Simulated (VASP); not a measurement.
All values below come from PBEsol GGA, VASP's PBE PAW potentials (set 64) (plane waves; VASP).

VASP input:

File KPOINTS:
```
Regular mesh
0
Gamma
 8 8 10
0 0 0
```

### INCAR
```
! general
SYSTEM =PPd
PREC   =Accurate
ENCUT  =480
LREAL  =F
LASPH  =T

! electronic loop
EDIFF  =1E-7
NELM   =100
ALGO   =Normal
LMAXMIX=4

! smearing
ISMEAR =1
SIGMA  =0.1

! functional
GGA    =PS

! ions
ISIF   =2

! output
LWAVE  =F
LCHARG =F
```

### POSCAR
```
PPd
1
    1.7683240974    -5.4242187625     0.0000000000
    1.7683240974     5.4242187625    -0.0000000000
    0.0000000000    -0.0000000000     2.9878316555
P Pd
2 2
Direct
  0.5847642791   0.4152357209   0.2500000000
  0.4152357209   0.5847642791   0.7500000000
  0.8389833169   0.1610166831   0.2500000000
  0.1748435591   0.8251564409   0.7500000000
```

POTCAR, in this order: P Pd (PBE.64 set). Program: vasp_std.

The resulting files:

File OSZICAR:
```
       N       E                     dE             d eps       ncg     rms          rms(c)
DAV:   1     0.152399009082E+03    0.15240E+03   -0.14114E+04  4788   0.140E+03
DAV:   2    -0.176907435410E+02   -0.17009E+03   -0.16369E+03  5201   0.288E+02
DAV:   3    -0.251166024389E+02   -0.74259E+01   -0.72111E+01  5871   0.569E+01
DAV:   4    -0.252280557470E+02   -0.11145E+00   -0.11115E+00  5480   0.726E+00
DAV:   5    -0.252301864265E+02   -0.21307E-02   -0.21295E-02  5708   0.962E-01    0.156E+01
DAV:   6    -0.246408130994E+02    0.58937E+00   -0.73221E+00  5521   0.252E+01    0.928E+00
DAV:   7    -0.243692735840E+02    0.27154E+00   -0.16051E+00  5392   0.130E+01    0.516E+00
DAV:   8    -0.243404647308E+02    0.28809E-01   -0.12913E-01  5297   0.298E+00    0.841E-01
DAV:   9    -0.243345001929E+02    0.59645E-02   -0.30551E-02  5559   0.224E+00    0.412E-01
DAV:  10    -0.243336711897E+02    0.82900E-03   -0.67550E-03  5514   0.990E-01    0.237E-01
DAV:  11    -0.243336561824E+02    0.15007E-04   -0.61481E-04  5376   0.203E-01    0.724E-02
DAV:  12    -0.243336570975E+02   -0.91513E-06   -0.37173E-05  5479   0.607E-02    0.232E-02
DAV:  13    -0.243336571919E+02   -0.94445E-07   -0.47853E-06  5464   0.235E-02    0.575E-03
DAV:  14    -0.243336569359E+02    0.25600E-06   -0.37319E-07  5173   0.454E-03    0.310E-03
DAV:  15    -0.243336568384E+02    0.97510E-07   -0.89718E-08  3003   0.214E-03
   1 F= -.24333657E+02 E0= -.24333982E+02  d E =0.974098E-03
```

**OUTCAR**
```
------------------------ aborting loop because EDIFF is reached ----------------------------------------
  FORCE on cell =-STRESS in cart. coord.  units (eV):
  Direction    XX          YY          ZZ          XY          YZ          ZX
  --------------------------------------------------------------------------------------
  Total        0.4992612      0.4290228     -0.2006700      0.0000000      0.0000000      0.0000000
  in kB       13.9557502     11.9923906     -5.6092893      0.0000000      0.0000000      0.0000000
  external PRESSURE =       6.7796172 kB  Pullay stress =       0.0000000 kB
  volume of cell :       57.32
      direct lattice vectors                 reciprocal lattice vectors
     1.768324097 -5.424218762  0.000000000     0.282753597 -0.092179173  0.000000000
     1.768324097  5.424218762  0.000000000     0.282753597  0.092179173  0.000000000
     0.000000000  0.000000000  2.987831655     0.000000000  0.000000000  0.334690878
 POSITION                                       TOTAL-FORCE (eV/Angst)
 -----------------------------------------------------------------------------------
      1.76832     -0.91956      0.74696         0.000000      0.117389      0.000000
      1.76832      0.91956      2.24087         0.000000     -0.392100      0.000000
      1.76832     -3.67744      0.74696         0.000000      0.863565      0.000000
      1.76832      3.52744      2.24087         0.000000     -0.588854      0.000000
 -----------------------------------------------------------------------------------
    total drift:                               -0.000000      0.000002     -0.000000
  FREE ENERGIE OF THE ION-ELECTRON SYSTEM (eV)
  ---------------------------------------------------
  free  energy   TOTEN  =       -24.3336568384 eV

  energy  without entropy=      -24.3346309368  energy(sigma->0) =      -24.33398154
```
(Selected blocks of OUTCAR.)

File OUTCAR:
```
 val. band max:       10.4127781949   @ k =   0.5000   0.1250   0.5000

 cond. band min:      10.4284080567   @ k =   0.5000   0.2500   0.5000


 Fermi energy:        10.4255091224

 k-point     1 :       0.0000    0.0000    0.0000
  band No.  band energies     occupation
      1      -4.3378      2.00000
      2      -0.5211      2.00000
      3       3.1685      2.00000
      4       5.0444      2.00000
      5       5.5298      2.00000
      6       6.2901      2.00000
      7       6.3055      2.00000
      8       6.9128      2.00000
      9       7.0065      2.00000
     10       7.1318      2.00000
     11       7.7553      2.00000
     12       7.7783      2.00000
     13       7.8465      2.00000
     14      10.0078      2.00000
     15      10.0548      2.00000
     16      11.0540     -0.00000
     17      13.7992      0.00000
     18      14.4393      0.00000
     19      14.4697      0.00000

 k-point     2 :       0.1250   -0.0000    0.0000
  band No.  band energies     occupation
      1      -4.2154      2.00000
      2      -0.4303      2.00000
      3       3.1927      2.00000
      4       5.0145      2.00000
      5       5.2275      2.00000
      6       6.1948      2.00000
      7       6.5432      2.00000
      8       6.6976      2.00000
      9       7.0648      2.00000
     10       7.3874      2.00000
     11       7.4731      2.00000
     12       7.7044      2.00000
     13       7.9856      2.00000
     14       9.2621      2.00000
     15      10.2922      2.06779
     16      10.4775      0.23798
     17      14.1542      0.00000
     18      14.5831      0.00000
     19      14.9427      0.00000

 k-point     3 :       0.2500   -0.0000    0.0000
  band No.  band energies     occupation
      1      -3.8981      2.00000
      2      -0.1724      2.00000
      3       3.1402      2.00000
      4       4.6853      2.00000
      5       5.0620      2.00000
      6       6.1171      2.00000
      7       6.3172      2.00000
...
```

The structure was generated: PPd was put into the CrB type (Cmcm), which need not be its known phase. This cell was strained or had an atom moved on purpose.
